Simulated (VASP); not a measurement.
For cubic AlN (zinc blende), LDA (Ceperley-Alder, Perdew-Zunger), VASP's LDA PAW potentials (set 64) (VASP) gives ε∞ = 4.55, a static ε₀ = 8.28 and a transverse optical mode at 668 cm⁻¹.

Q: Estimate the longitudinal optical frequency at Γ.

A: By the Lyddane-Sachs-Teller relation, ω_LO = ω_TO √(ε₀/ε∞) = 668 × √(8.28/4.55) = 901 cm⁻¹.

The compound is AlN in the zinc blende structure, a metastable form; wurtzite is the usual one. It was relaxed first.
